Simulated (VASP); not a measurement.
SiO$_{2}$ (rutile): the bulk modulus from VASP (plane waves, PAW) at several levels of theory. Static lattice, third-order Birch-Murnaghan fit over five volumes.  The measured value holds thermal and zero-point effects that the static calculation lacks.

```tsv
level	bulk modulus (GPa)	error against measurement
LDA	306	-1.2 %
PBE	258	-16.9 %
PBEsol	285	-8.2 %
SCAN	303	-2.1 %
r2SCAN	302	-2.6 %
```

Measured: 310 GPa at 300 K (as given by arXiv:1001.2066).

The cell of the LDA run:

O2Si is taken in the tetragonal space group P4₂/mnm (No. 136), the rutile structure, Pearson symbol tP6. Cell: a = b = 4.1583 Å, c = 2.6680 Å, α = β = γ = 90.00°. Si on 2a is coordinated by 6 O at 1.757–1.796 Å (octahedral). O on 4f has 3 Si at 1.757–1.796 Å (trigonal planar). (Neighbours: up to the widest gap in distance over summed covalent radii, below 1.35, at either atom.)

Only levels that ran to the end are used. Left out are those held back, those with too coarse a band path, GW runs whose mesh misses a band edge, hybrids' fits of cells that aren't cubic and levels without matching references; a question may draw on a part of the rest.

The compound is SiO2 in the rutile structure, stishovite, a high-pressure form.
